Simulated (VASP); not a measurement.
# MnS (Alabandite): the relaxed cell at several levels of theory

Aim: relax MnS (Alabandite) at several levels of theory and compare the cells. The starting structure is a measured crystal structure from the Crystallography Open Database. The first relaxation on each setting starts from this cell expanded by 3 % in volume.

Program: VASP 6.6.1. Level of theory: Kohn-Sham DFT with plane waves and PAW; PBEsol, LDA, PBE, PBEsol + D3(BJ), r2SCAN, PBEsol+U (Mn d 3.9 eV), LDA+U (Mn d 3.9 eV) and r2SCAN + rVV10. Results are calculated unless marked as measured.

### 1. Starting point

Symmetry: Fm-3m, No. 225, cubic system. The conventional cell has a = 5.224 Å, b = 5.224 Å, c = 5.224 Å, α = 90.00°, β = 90.00°, γ = 90.00°. Nearest to Mn lie 6 S at 2.61 Å. Nearest to S lie 6 Mn at 2.61 Å. Farther neighbours and most contacts between anions are not listed.

### 2. Relaxation with PBEsol

PBEsol restores the gradient expansion of exchange and is tuned for the cells of solids. This run starts from the cell of an earlier relaxation, which isn't shown; the restart sets up the plane waves anew.

Input file INCAR:

```
SYSTEM = MnS
PREC = Accurate
ENCUT = 450
EDIFF = 1E-06
NELM = 100
ISMEAR = 0
SIGMA = 0.03
LREAL = .FALSE.
ALGO = Normal
GGA = PS
NBANDS = 27
ISPIN = 2
MAGMOM = 4 -4 0 0
LASPH = .TRUE.
LMAXMIX = 4
LORBIT = 11
LWAVE = .FALSE.
LCHARG = .FALSE.
KPAR = 8
IBRION = 2
NSW = 50
ISIF = 3
EDIFFG = -0.006
```

Input file POSCAR:

```
MnS
1.0
    0.0000000000      2.5272935178      2.5272935178
    2.5272935178      0.0000000000      2.5272935178
    5.0132271046      5.0132271046      0.0413599310
Mn S
2 2
Direct
    0.0000000000      0.0000000000      0.0000000000
    0.0000000000      0.0000000000      0.5000000000
    0.5000000000      0.5000000000      0.2500000000
    0.5000000000      0.5000000000      0.7500000000
```

Input file KPOINTS:

```
Automatic mesh
0
Gamma
8 8 8
0 0 0
```

The projector-augmented-wave data sets are Mn_pv and S (PBE family, release 64).

Command:

```console
$ mpirun -np 8 vasp_std
```

The program printed:

```text
[banner, memory and clock lines left out]
running    8 mpi-ranks, on    1 nodes
 distrk:  each k-point on    1 cores,    8 groups
 distr:  one band on    1 cores,    1 groups

 POSCAR found type information on POSCAR MnS
 POSCAR found :  2 types and       4 ions
|                                                                             |
|           W    W    AA    RRRRR   N    N  II  N    N   GGGG   !!!           |
|           W    W   A  A   R    R  NN   N  II  NN   N  G    G  !!!           |
|           W    W  A    A  R    R  N N  N  II  N N  N  G       !!!           |
|           W WW W  AAAAAA  RRRRR   N  N N  II  N  N N  G  GGG   !            |
|           WW  WW  A    A  R   R   N   NN  II  N   NN  G    G                |
|           W    W  A    A  R    R  N    N  II  N    N   GGGG   !!!           |
|                                                                             |
|     For optimal performance we recommend to set                             |
|       NCORE = 2 up to number-of-cores-per-socket                            |
|     NCORE specifies how many cores store one orbital (NPAR=cpu/NCORE).      |
|     This setting can greatly improve the performance of VASP for DFT.       |
|     The default, NCORE=1 might be grossly inefficient on modern             |
|     multi-core architectures or massively parallel machines. Do your        |
|     Unfortunately you need to use the default for GW and RPA                |
|     calculations (for HF NCORE is supported but not extensively tested      |
|     yet).                                                                   |
|                                                                             |

|                                                                             |
|               ----> ADVICE to this user running VASP <----                  |
|                                                                             |
|     You enforced a specific xc type in the INCAR file but a different       |
|     [... a line on the potential file left out ...]
|     I HOPE YOU KNOW WHAT YOU ARE DOING!                                     |
|                                                                             |

 LDA part: xc-table for (Slater+PW92), standard interpolation
 POSCAR, INCAR and KPOINTS ok, starting setup
 FFT: planning ... GRIDC
 FFT: planning ... GRID_SOFT
 FFT: planning ... GRID
 WAVECAR not read
 entering main loop
       N       E                     dE             d eps       ncg     rms          rms(c)
DAV:   1     0.357623728407E+03    0.35762E+03   -0.19561E+04  7492   0.140E+03
DAV:   2    -0.512590176333E+01   -0.36275E+03   -0.35031E+03  7089   0.406E+02
DAV:   3    -0.315988754232E+02   -0.26473E+02   -0.25939E+02  8068   0.113E+02
DAV:   4    -0.323587229858E+02   -0.75985E+00   -0.75632E+00  8209   0.189E+01
DAV:   5    -0.323727322795E+02   -0.14009E-01   -0.14002E-01  8072   0.288E+00    0.176E+01
DAV:   6    -0.302969224016E+02    0.20758E+01   -0.21919E+01  8182   0.445E+01    0.156E+01
DAV:   7    -0.301089536615E+02    0.18797E+00   -0.32267E+00  7414   0.195E+01    0.912E+00
DAV:   8    -0.301302110226E+02   -0.21257E-01   -0.28483E-01  8760   0.355E+00    0.461E+00
DAV:   9    -0.301116613483E+02    0.18550E-01   -0.45466E-02  8243   0.231E+00    0.496E-01
DAV:  10    -0.301152731191E+02   -0.36118E-02   -0.16261E-02  8492   0.793E-01    0.202E-01
DAV:  11    -0.301154003669E+02   -0.12725E-03   -0.90218E-04  7736   0.201E-01    0.138E-01
DAV:  12    -0.301154278111E+02   -0.27444E-04   -0.26178E-04  8372   0.874E-02    0.109E-01
DAV:  13    -0.301154338226E+02   -0.60114E-05   -0.25070E-05  8533   0.320E-02    0.717E-02
DAV:  14    -0.301154434417E+02   -0.96192E-05   -0.12184E-05  7600   0.261E-02    0.155E-02
DAV:  15    -0.301154434454E+02   -0.36589E-08   -0.24117E-06  6916   0.114E-02
   1 F= -.30115443E+02 E0= -.30115443E+02  d E =-.301154E+02  mag=     0.0000
 curvature:   0.00 expect dE= 0.000E+00 dE for cont linesearch  0.000E+00
 trial: gam= 0.00000 g(F)=  0.112E-58 g(S)=  0.421E-03 ort = 0.000E+00 (trialstep = 0.100E+01)
 search vector abs. value=  0.421E-03
 bond charge predicted
       N       E                     dE             d eps       ncg     rms          rms(c)
DAV:   1    -0.301236148472E+02   -0.81714E-02   -0.13978E-01  7443   0.434E+00    0.869E-01
DAV:   2    -0.301161143740E+02    0.75005E-02   -0.40840E-02  7503   0.248E+00    0.787E-01
DAV:   3    -0.301158928859E+02    0.22149E-03   -0.15584E-03  7470   0.441E-01    0.153E-01
DAV:   4    -0.301156476106E+02    0.24528E-03   -0.10147E-03  8409   0.207E-01    0.925E-02
DAV:   5    -0.301156051456E+02    0.42465E-04   -0.21211E-04  7708   0.139E-01    0.635E-02
DAV:   6    -0.301155969856E+02    0.81600E-05   -0.30607E-05  7574   0.379E-02    0.156E-02
DAV:   7    -0.301155972125E+02   -0.22695E-06   -0.58681E-06  7450   0.161E-02
   2 F= -.30115597E+02 E0= -.30115597E+02  d E =-.153767E-03  mag=     0.0000
 trial-energy change:   -0.000154  1 .order   -0.000207   -0.000421    0.000006
 step:   0.9524(harm=  0.9867)  dis= 0.00000  next Energy=   -30.115597 (dE=-0.154E-03)
 reached required accuracy - stopping structural energy minimisation
```

Wall time 69 s (8 MPI ranks of AMD EPYC 7R43, shared host); peak memory 2.4 GiB.

Lines that name or quote the potential files are left out of all logs, and their timing lines are given in words.

OUTCAR, selected parts (step 2):

```text
ion  position               nearest neighbor table
   1  0.000  0.000  0.000-   4 2.52   3 2.52   4 2.52   3 2.52   4 2.52   3 2.52
   2  0.000  0.000  0.500-   3 2.52   3 2.52   4 2.52   3 2.52   4 2.52   4 2.52
   3  0.500  0.500  0.250-   1 2.52   1 2.52   2 2.52   1 2.52   2 2.52   2 2.52
   4  0.500  0.500  0.750-   2 2.52   1 2.52   2 2.52   1 2.52   2 2.52   1 2.52

  LATTYP: Found a trigonal (rhomboedric) cell.
 ALAT       =     6.1230856272
 COS(alpha) =     0.8296387958

 Subroutine GETGRP returns: Found 12 space group operations
 (whereof 12 operations were pure point group operations)

The static configuration has the point symmetry D_3d.

 Found     65 irreducible k-points:

   k-points           NKPTS =     65   k-points in BZ     NKDIM =     65   number of bands    NBANDS=     27

   dimension x,y,z NGX =    28 NGY =   28 NGZ =   50
   dimension x,y,z NGXF=    56 NGYF=   56 NGZF=  100

   ENCUT  =  450.0 eV  33.07 Ry    5.75 a.u.   6.18  6.18 12.26*2*pi/ulx,y,z

   NELECT =      38.0000    total number of electrons

 k-points in reciprocal lattice and weights: Automatic mesh
   0.00000000  0.00000000  0.00000000       0.002
   0.12500000  0.00000000 -0.00000000       0.012
   0.25000000  0.00000000 -0.00000000       0.012
   0.37500000  0.00000000  0.00000000       0.012
   0.50000000  0.00000000 -0.00000000       0.006
   0.12500000  0.12500000 -0.00000000       0.012
   0.25000000  0.12500000 -0.00000000       0.023
   0.37500000  0.12500000  0.00000000       0.023
   0.50000000  0.12500000 -0.00000000       0.023
[...]
0.00000000  0.00000000  0.50000000       0.002
   0.50000000  0.00000000  0.50000000       0.006

 average (electrostatic) potential at core
       1 -67.0374       2 -67.0374       3 -84.3859       4 -84.3859

 E-fermi :   7.7241

 spin component 1
 k-point     1 :       0.0000    0.0000    0.0000
  band No.  band energies     occupation
    ...
     15       5.9149      1.00000
     16       5.9149      1.00000
     17       6.0298      1.00000
     18       6.0565      1.00000
     19       6.0565      1.00000
     20       8.4461      0.00000
     21       8.4462      0.00000
     22       8.6281      0.00000
     23      10.3929      0.00000
     24      10.3929      0.00000
    ...

 k-point     2 :       0.1250    0.0000   -0.0000
  band No.  band energies     occupation
    ...
     15       5.0138      1.00000
     16       5.3896      1.00000
     17       5.4990      1.00000
     18       6.7507      1.00000
     19       6.8999      1.00000
     20       8.3620      0.00000
     21       8.6400      0.00000
     22       8.6895      0.00000
     23       9.7703      0.00000
     24       9.8045      0.00000
    ...

 k-point     3 :       0.2500    0.0000   -0.0000
  band No.  band energies     occupation
    ...
     15       4.8413      1.00000
     16       5.2730      1.00000
     17       5.3521      1.00000
     18       6.9901      1.00000
     19       7.2370      1.00000
     20       8.1488      0.00000
     21       8.8769      0.00000
     22       8.9263      0.00000
     23       9.4938      0.00000
     24       9.7143      0.00000
    ...

 k-point     4 :       0.3750    0.0000    0.0000
  band No.  band energies     occupation
    ...
     15       4.6714      1.00000
     16       5.2217      1.00000
     17       5.3418      1.00000
     18       6.6355      1.00000
     19       7.1336      1.00000
     20       8.0779      0.00000
     21       9.0059      0.00000
     22       9.0706      0.00000
     23       9.9879      0.00000
     24      10.1494      0.00000
    ...

 k-point     5 :       0.5000    0.0000   -0.0000
  band No.  band energies     occupation
    ...
     15       4.2783      1.00000
     16       5.1326      1.00000
     17       5.3273      1.00000
     18       6.4257      1.00000
     19       7.0533      1.00000
     20       8.0466      0.00000
     21       9.1103      0.00000
     22       9.2302      0.00000
     23       9.4586      0.00000
     24      10.5306      0.00000
    ...

 k-point     6 :       0.1250    0.1250   -0.0000
  band No.  band energies     occupation
    ...
     15       4.7575      1.00000
     16       5.7668      1.00000
     17       5.9490      1.00000
     18       6.1497      1.00000
     19       6.7114      1.00000
     20       8.4339      0.00000
     21       8.6156      0.00000
     22       8.6510      0.00000
     23       9.4175      0.00000
     24      10.3112      0.00000
    ...

  Total        0.0023622      0.0023622      0.0023622      0.0050198     -0.0050198     -0.0050198
  in kB        0.0595735      0.0595735      0.0595735      0.1265937     -0.1265937     -0.1265937
  external PRESSURE =       0.0595735 kB  Pullay stress =       0.0000000 kB

  energy-cutoff  :      450.00
  volume of cell :       63.53
      direct lattice vectors                 reciprocal lattice vectors
    -0.000000000  2.523742072  2.523742072    -0.198916053  0.197320952  0.198916053
     2.523742072 -0.000000000  2.523742072     0.197320952 -0.198916053  0.198916053
     5.007330557  5.007330557  0.040153587     0.100255576  0.100255576 -0.100255576

 POSITION                                       TOTAL-FORCE (eV/Angst)
 -----------------------------------------------------------------------------------
      0.00000      0.00000      0.00000        -0.000000      0.000000     -0.000000
      2.50367      5.02741      2.54382         0.000000      0.000000      0.000000
      2.51370      2.51370      2.53378        -0.000000     -0.000000      0.000000
      5.01737      5.01737      2.55386         0.000000     -0.000000      0.000000
 -----------------------------------------------------------------------------------
    total drift:                                0.000000      0.000000      0.000000

  FREE ENERGIE OF THE ION-ELECTRON SYSTEM (eV)
  ---------------------------------------------------
  free  energy   TOTEN  =       -30.1155972125 eV

  energy  without entropy=      -30.1155972125  energy(sigma->0) =      -30.11559721

 reached required accuracy - stopping structural energy minimisation

 total charge
# of ion       s       p       d       tot
------------------------------------------
    1        0.234   6.198   4.997  11.429
    2        0.234   6.198   4.997  11.429
    3        1.320   2.410   0.000   3.730
    4        1.320   2.410   0.000   3.730
--------------------------------------------------
tot          3.108  17.216   9.994  30.318

 magnetization (x)
# of ion       s       p       d       tot
------------------------------------------
    1        0.014   0.015   4.004   4.033
    2       -0.014  -0.015  -4.004  -4.033
    3        0.000   0.000   0.000   0.000
    4        0.000   0.000   0.000   0.000
--------------------------------------------------
tot          0.000   0.000   0.000   0.000

[... 1 further part left out ...]
```

CONTCAR:

```
MnS
   1.00000000000000
    -0.0000000000000000    2.5237420720176922    2.5237420720176922
     2.5237420720176922   -0.0000000000000000    2.5237420720176922
     5.0073305567093538    5.0073305567093538    0.0401535873260316
  Mn              S
     2     2
Direct
     0.0000000000000000    0.0000000000000000    0.0000000000000000
     1.0000000000000000    0.0000000000000000    0.5000000000000000
     0.5000000000000000    0.5000000000000000    0.2500000000000000
     0.5000000000000000    0.5000000000000000    0.7500000000000000
```

The PAW data sets were made with PBE, which is usual practice but a small mismatch for other functionals. The run keeps the 12 symmetry operations of its start, so it cannot find a distortion of lower symmetry.

With PBEsol the relaxed cell holds 15.883 Å³ an atom, -10.85 % against the measured cell.

### 3. Relaxation with LDA

LDA, the lowest rung, knows the local density alone. This run starts from the cell of an earlier relaxation, which isn't shown; the restart sets up the plane waves anew.

Changes to INCAR since step 2:

```diff
@@ -9,3 +9,3 @@
 ALGO = Normal
-GGA = PS
+GGA = CA
 NBANDS = 27
```

Input file POSCAR:

```
MnS
1.0
    0.0000000000      2.4550962779      2.4550962779
    2.4550962779      0.0000000000      2.4550962779
    4.9092473157      4.9092473157      0.0009452401
Mn S
2 2
Direct
    0.0000000000      0.0000000000      0.0000000000
    0.0000000000      0.0000000000      0.5000000000
    0.5000000000      0.5000000000      0.2500000000
    0.5000000000      0.5000000000      0.7500000000
```

KPOINTS is that of step 2.

The projector-augmented-wave data sets are Mn_pv and S (LDA family, release 64).

Command:

```console
$ mpirun -np 8 vasp_std
```

The program printed:

```text
[banner, memory and clock lines left out]
running    8 mpi-ranks, on    1 nodes
[...]
[... a notice as in an earlier step ...]

 LDA part: xc-table for (Slater(with rela. corr.)+CA(PZ))
 , standard interpolation
 POSCAR, INCAR and KPOINTS ok, starting setup
[...]
entering main loop
       N       E                     dE             d eps       ncg     rms          rms(c)
DAV:   1     0.368741079627E+03    0.36874E+03   -0.19482E+04  7356   0.143E+03
DAV:   2    -0.510737670275E+01   -0.37385E+03   -0.36133E+03  7085   0.417E+02
DAV:   3    -0.321488427953E+02   -0.27041E+02   -0.26493E+02  7906   0.118E+02
DAV:   4    -0.329177718875E+02   -0.76893E+00   -0.76508E+00  8161   0.196E+01
[...]
DAV:  13    -0.306054163826E+02    0.33332E-05   -0.38539E-05  8547   0.534E-02    0.700E-02
DAV:  14    -0.306054280935E+02   -0.11711E-04   -0.25334E-05  8279   0.403E-02    0.168E-02
DAV:  15    -0.306054286745E+02   -0.58106E-06   -0.48156E-06  6817   0.167E-02
   1 F= -.30605429E+02 E0= -.30605296E+02  d E =-.306054E+02  mag=     0.0000
[...]
N       E                     dE             d eps       ncg     rms          rms(c)
DAV:   1    -0.306142919332E+02   -0.88638E-02   -0.14361E-01  7486   0.438E+00    0.903E-01
DAV:   2    -0.306072086646E+02    0.70833E-02   -0.56647E-02  7533   0.274E+00    0.820E-01
DAV:   3    -0.306059254925E+02    0.12832E-02   -0.36656E-03  7494   0.743E-01    0.154E-01
DAV:   4    -0.306057121752E+02    0.21332E-03   -0.14774E-03  8392   0.223E-01    0.982E-02
DAV:   5    -0.306056529840E+02    0.59191E-04   -0.29126E-04  7698   0.178E-01    0.667E-02
DAV:   6    -0.306056420514E+02    0.10933E-04   -0.32173E-05  7488   0.383E-02    0.245E-02
DAV:   7    -0.306056384249E+02    0.36265E-05   -0.40780E-06  7269   0.149E-02    0.638E-03
DAV:   8    -0.306056385582E+02   -0.13335E-06   -0.47235E-07  4050   0.520E-03
   2 F= -.30605639E+02 E0= -.30605514E+02  d E =-.209884E-03  mag=     0.0000
 trial-energy change:   -0.000210  1 .order   -0.000217   -0.000412   -0.000022
 step:   1.0647(harm=  1.0569)  dis= 0.00000  next Energy=   -30.605639 (dE=-0.211E-03)
 reached required accuracy - stopping structural energy minimisation
```

The job ended after 47 s (8 MPI ranks; peak memory 1.8 GiB; 6 min of CPU time).

OUTCAR, selected parts (step 3):

```text
  Total       -0.0058222     -0.0058222     -0.0058222      0.0035482     -0.0035482     -0.0035482
  in kB       -0.1582477     -0.1582477     -0.1582477      0.0964402     -0.0964402     -0.0964402
  external PRESSURE =      -0.1582477 kB  Pullay stress =       0.0000000 kB

 POSITION                                       TOTAL-FORCE (eV/Angst)
 -----------------------------------------------------------------------------------
      2.45197      2.45197      4.90394         0.000000     -0.000000      0.000000
      2.45143      4.90340      2.45251        -0.000000     -0.000000     -0.000000
      2.45170      2.45170      2.45224         0.000000      0.000000     -0.000000
      4.90313      4.90313      2.45278         0.000000     -0.000000     -0.000000
 -----------------------------------------------------------------------------------
    total drift:                               -0.000000     -0.000000     -0.000000

  FREE ENERGIE OF THE ION-ELECTRON SYSTEM (eV)
  ---------------------------------------------------
  free  energy   TOTEN  =       -30.6056385582 eV

  energy  without entropy=      -30.6053900597  energy(sigma->0) =      -30.60551431

 magnetization (x)
# of ion       s       p       d       tot
------------------------------------------
    1        0.004   0.009   3.689   3.701
    2       -0.004  -0.009  -3.689  -3.701
    3        0.000   0.000   0.000   0.000
    4        0.000   0.000   0.000   0.000
--------------------------------------------------
tot          0.000   0.000   0.000   0.000

[... 2 parts as in an earlier step ...]

[... 2 further parts left out ...]
[key lines of the parts left out:]
E-fermi :   8.3473
```

With LDA the relaxed cell holds 14.737 Å³ an atom, -17.29 % against the measured cell. That is -7.21 % from PBEsol.

(Continued in part 2 of 3.)

[Lines on the potential files, build, host, timing and source positions are cut from VASP's logs without a mark.]

[Logs are printed without paths, hosts, clocks, repeated set-up lines and the standing remarks that a program may print on its own settings, such as how far it seeks lower states.]

[Hosts, paths, dates, database ids (printed as entryN), source tags and the programs' standing remarks are cut or masked in the printed files.]
